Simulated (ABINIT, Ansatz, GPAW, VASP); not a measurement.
## Code comparison for GaFe3 (Pm-3m, 4 atoms in the cell)

Self-consistent single point.

```
GaFe3
1.0
    3.63803     0.00000     0.00000
    0.00000     3.63803     0.00000
    0.00000     0.00000     3.63803
Ga Fe
1 3
Direct
  0.00000   0.00000   0.00000
  0.00000   0.50000   0.50000
  0.50000   0.00000   0.50000
  0.50000   0.50000   0.00000
```
Moments meant for the start (each program seeds them in its own way; μB, in the order of the atoms Ga Fe Fe Fe): 0.0 4.0 4.0 4.0.

Shared settings, as Ansatz (a first-principles code) writes them: kpoints.mp_grid.grid = 4 4 4; scf.occupations.method = gaussian; scf.occupations.width = 0.02 Ry. Potentials and cutoffs stand in the table.

| code | model | pressure (GPa) | size of the net moment (μB/atom) | cutoff |
|---|---|---|---|---|
| VASP | LDA (PZ), VASP's LDA PAW potentials (set 64) | -14.73 | 1.61 | 300 eV |
| ABINIT | LDA (PW92), PAW (JTH v2.0 LDA PAW) | -14.83 | 1.64 | 30 Ha |
| Ansatz | LDA (PW92), PAW files made with PBE | -14.32 | 1.64 | default |
| GPAW | LDA (Perdew-Wang 92), GPAW PAW datasets LDA (gpaw-data 1.0.1) | -13.28 | 1.63 | 800 eV |

On Ansatz's run: the magnetic order is the one reached from the typed start; others were not searched systematically.

The spread over the programs that give each value: pressure within 1.55 GPa; size of the net moment within 0.03 μB/atom.

Ansatz's pressure is given at a fixed set of plane waves, as the other plane-wave codes print theirs; with its correction for the finite basis it is -14.23 GPa. The same LDA comes in different parametrisations, which differ slightly. In the pressure, GPAW (by 1.25) lies more than 1 GPa from the median of the plane-wave programs.

On the base mesh (6 6 6) the same programs gave: Ansatz pressure -13.56 GPa; ABINIT pressure -14.09 GPa; GPAW pressure -12.51 GPa; VASP pressure -13.98 GPa.

The values differ from the base mesh's, so the mesh still matters here: the table compares the programs at equal settings.

VASP's run is marked for a possible Pulay error in its stress at this cutoff; no cutoff test was made.

The starting cell comes from a database of computed structures (which also holds hypothetical and non-ambient phases and stackings), without a prior relaxation at this level.

Left out of this page: Quantum ESPRESSO, Elk and SIESTA (not drawn, or without a comparable value).

Keys are those of Ansatz 0.2.
